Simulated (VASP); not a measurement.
These are revPBE GGA, VASP's PBE PAW potentials (set 64) (plane waves; VASP) values and carry that method's errors.

VASP input:

**POSCAR**
```
PtAl2
1
    0.0000000000     2.9833731601     2.9833731601
    2.9833731601     0.0000000000     2.9833731601
    2.9833731601     2.9833731601     0.0000000000
Al Pt
2 1
Direct
  0.2500000000   0.2500000000   0.2500000000
  0.7500000000   0.7500000000   0.7500000000
  0.0000000000   0.0000000000   0.0000000000
```

**KPOINTS**
```
Automatic mesh
0
Gamma
10 10 10
0 0 0
```

**INCAR**
```
# general
SYSTEM  = PtAl2
PREC    = Accurate
ENCUT   = 520
LREAL   = .False.
LASPH   = .True.

# electronic loop
EDIFF   = 1E-7
NELM    = 100
ALGO    = Normal
LMAXMIX = 6

# smearing
ISMEAR  = -5

# functional
GGA     = RE

# ions
ISIF    = 2

# output
LWAVE   = .False.
LCHARG  = .True.
LORBIT  = 11
NEDOS   = 601

# other
LEFG    = .True.
```

POTCAR, in this order: Al Pt (PBE.64 set). Program: vasp_std.

Output

OSZICAR:
```
       N       E                     dE             d eps       ncg     rms          rms(c)
DAV:   1     0.547713343855E+02    0.54771E+02   -0.68265E+03  1144   0.114E+03
DAV:   2    -0.137308305064E+02   -0.68502E+02   -0.61090E+02  1348   0.186E+02
DAV:   3    -0.158188017288E+02   -0.20880E+01   -0.20598E+01  1440   0.325E+01
DAV:   4    -0.158385809594E+02   -0.19779E-01   -0.19771E-01  1340   0.369E+00
DAV:   5    -0.158388888297E+02   -0.30787E-03   -0.30798E-03  1448   0.490E-01    0.821E+00
DAV:   6    -0.154410361995E+02    0.39785E+00   -0.22755E+00  1284   0.148E+01    0.247E+00
DAV:   7    -0.153693005302E+02    0.71736E-01   -0.19288E-01  1236   0.452E+00    0.171E+00
DAV:   8    -0.153439564023E+02    0.25344E-01   -0.31556E-02  1288   0.188E+00    0.257E-01
DAV:   9    -0.153442279852E+02   -0.27158E-03   -0.17123E-03  1336   0.405E-01    0.169E-01
DAV:  10    -0.153444652288E+02   -0.23724E-03   -0.45702E-04  1232   0.168E-01    0.190E-02
DAV:  11    -0.153444708226E+02   -0.55938E-05   -0.18363E-05  1364   0.452E-02    0.916E-03
DAV:  12    -0.153444772903E+02   -0.64678E-05   -0.15547E-05  1212   0.286E-02    0.286E-03
DAV:  13    -0.153444764826E+02    0.80774E-06   -0.54250E-07  1408   0.775E-03    0.720E-04
DAV:  14    -0.153444765321E+02   -0.49519E-07   -0.68362E-08   864   0.195E-03
   1 F= -.15344477E+02 E0= -.15344477E+02  d E =0.000000E+00
```

**OUTCAR**
```
------------------------ aborting loop because EDIFF is reached ----------------------------------------
  FORCE on cell =-STRESS in cart. coord.  units (eV):
  Direction    XX          YY          ZZ          XY          YZ          ZX
  --------------------------------------------------------------------------------------
  Total        0.0012476      0.0012476      0.0012476     -0.0000000     -0.0000000     -0.0000000
  in kB        0.0376387      0.0376387      0.0376387     -0.0000000     -0.0000000     -0.0000000
  external PRESSURE =       0.0376387 kB  Pullay stress =       0.0000000 kB
  volume of cell :       53.11
      direct lattice vectors                 reciprocal lattice vectors
     0.000000000  2.983373160  2.983373160    -0.167595528  0.167595528  0.167595528
     2.983373160  0.000000000  2.983373160     0.167595528 -0.167595528  0.167595528
     2.983373160  2.983373160  0.000000000     0.167595528  0.167595528 -0.167595528
 POSITION                                       TOTAL-FORCE (eV/Angst)
 -----------------------------------------------------------------------------------
      1.49169      1.49169      1.49169        -0.000000     -0.000000     -0.000000
      4.47506      4.47506      4.47506         0.000000      0.000000      0.000000
      0.00000      0.00000      0.00000         0.000000      0.000000      0.000000
 -----------------------------------------------------------------------------------
    total drift:                                0.000000     -0.000000      0.000000
  FREE ENERGIE OF THE ION-ELECTRON SYSTEM (eV)
  ---------------------------------------------------
  free  energy   TOTEN  =       -15.3444765321 eV

  energy  without entropy=      -15.3444765321  energy(sigma->0) =      -15.34447653

 total charge

# of ion       s       p       d       tot
------------------------------------------
    1        0.401   0.351   0.000   0.752
    2        0.401   0.351   0.000   0.752
    3        0.822   0.696   8.145   9.662
--------------------------------------------------
tot          1.623   1.398   8.145  11.166

 Electric field gradients after diagonalization (V/A^2)
 (convention: |V_zz| > |V_xx| > |V_yy|)
----------------------------------------------------------------------
 ion       V_xx      V_yy      V_zz     asymmetry (V_yy - V_xx)/ V_zz
----------------------------------------------------------------------
   1      -0.000    -0.000     0.000       0.000
   2      -0.000    -0.000     0.000       0.000
   3      -0.000    -0.000     0.001       0.000
```
(Selected blocks of OUTCAR.)

File OUTCAR:
```
 val. band max:        7.7890815922   @ k =   0.4000   0.2000   0.0000

 cond. band min:       7.5252179098   @ k =   0.3000   0.3000   0.0000


 Fermi energy:         7.6470436041

 k-point     1 :       0.0000    0.0000    0.0000
  band No.  band energies     occupation
      1      -2.3819      2.00000
      2       2.7274      2.00000
      3       2.7274      2.00000
      4       2.7274      2.00000
      5       4.0456      2.00000
      6       4.0456      2.00000
      7      10.4716      0.00000
      8      11.4251      0.00000
      9      11.4251      0.00000
     10      11.4251      0.00000
     11      12.8931      0.00000
     12      12.8931      0.00000

 k-point     2 :       0.1000    0.0000    0.0000
  band No.  band energies     occupation
      1      -2.2473      2.00000
      2       2.6456      2.00000
      3       2.7722      2.00000
      4       2.7722      2.00000
      5       4.0304      2.00000
      6       4.0304      2.00000
      7       9.7501      0.00000
      8      10.7527      0.00000
      9      11.0266      0.00000
     10      11.0266      0.00000
     11      13.3369      0.00000
     12      13.3369      0.00000

 k-point     3 :       0.2000    0.0000    0.0000
  band No.  band energies     occupation
      1      -1.8527      2.00000
      2       2.4363      2.00000
      3       2.8814      2.00000
      4       2.8814      2.00000
      5       4.0150      2.00000
      6       4.0150      2.00000
      7       7.7230      0.90584
      8      10.2747      0.00000
      9      10.2747      0.00000
     10      11.1022      0.00000
     11      13.1658      0.00000
     12      13.1851      0.00000

 k-point     4 :       0.3000    0.0000    0.0000
  band No.  band energies     occupation
      1      -1.2353      2.00000
      2       2.1658      2.00000
      3       2.9863      2.00000
      4       2.9863      2.00000
      5       4.0656      2.00000
      6       4.0656      2.00000
...
```

For a metal the tetrahedron method with Blöchl corrections gives inexact stress and forces. Unless said otherwise, spin-orbit coupling is left out, though it shifts the bands of the heavy elements here.

The compound is PtAl2 in the fluorite structure. It was relaxed first.
